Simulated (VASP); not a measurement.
A run of VASP 6.6.1:

The input INCAR:

```
SYSTEM = BPd4
  PREC = Accurate
  ENCUT = 520
  EDIFF = 1E-6
  ISMEAR = -1
  SIGMA = 0.05
  LREAL = .FALSE.
  LASPH = .TRUE.
  NELM = 100
  ALGO = Fast
  ISIF = 2
  LWAVE = .FALSE.
  LCHARG = .FALSE.
  LMAXMIX = 4
  GGA = 91
  NBANDS = 30
```

KPOINTS

```
regular mesh
0
G
  7 5 4
  0 0 0
```

Contents of POSCAR:

```
BPd4
1.0
    2.8920299704      0.0000000000      0.0000000000
    0.0000000000      4.3650077954      0.0000000000
    0.0000000000      0.0000000000      5.8563150000
Pd B
4 1
Direct
    0.5000000000      0.0000000000      0.1975780000
    0.0000000000      0.0000000000      0.6194700000
    0.0000000000      0.5000000000      0.3291640000
    0.5000000000      0.5000000000      0.8675610000
    0.5000000000      0.0000000000      0.8632270000
```

Contents of KPOINTS_OPT:

```
path GXSYGZURTZ,YT,UX,SR
10
line-mode
reciprocal
 0.0000000000  0.0000000000  0.0000000000  G
 0.5000000000  0.0000000000  0.0000000000  X

 0.5000000000  0.0000000000  0.0000000000  X
 0.5000000000  0.5000000000  0.0000000000  S

 0.5000000000  0.5000000000  0.0000000000  S
 0.0000000000  0.5000000000  0.0000000000  Y

 0.0000000000  0.5000000000  0.0000000000  Y
 0.0000000000  0.0000000000  0.0000000000  G

 0.0000000000  0.0000000000  0.0000000000  G
 0.0000000000  0.0000000000  0.5000000000  Z

 0.0000000000  0.0000000000  0.5000000000  Z
 0.5000000000  0.0000000000  0.5000000000  U

 0.5000000000  0.0000000000  0.5000000000  U
 0.5000000000  0.5000000000  0.5000000000  R

 0.5000000000  0.5000000000  0.5000000000  R
 0.0000000000  0.5000000000  0.5000000000  T

 0.0000000000  0.5000000000  0.5000000000  T
 0.0000000000  0.0000000000  0.5000000000  Z

 0.0000000000  0.5000000000  0.0000000000  Y
 0.0000000000  0.5000000000  0.5000000000  T

 0.5000000000  0.0000000000  0.5000000000  U
 0.5000000000  0.0000000000  0.0000000000  X

 0.5000000000  0.5000000000  0.0000000000  S
 0.5000000000  0.5000000000  0.5000000000  R
```

Potentials or basis: VASP PAW PBE potentials, release 64 (Pd, B).

The run is started by

```bash
$ cat potpaw_PBE.64/Pd/POTCAR potpaw_PBE.64/B/POTCAR > POTCAR
$ mpirun -np 1 vasp_std > vasp.out
```

Hardware: 1 thread of Intel(R) Xeon(R) Platinum 8488C (Sapphire Rapids), on a shared host.

Task: How long does it take, and how much memory?

Result: Wall time 2.3 min on 1 thread of Intel(R) Xeon(R) Platinum 8488C (Sapphire Rapids) (shared host), peak memory 0.26 GiB. Counts: scf iterations 51, k points 36.
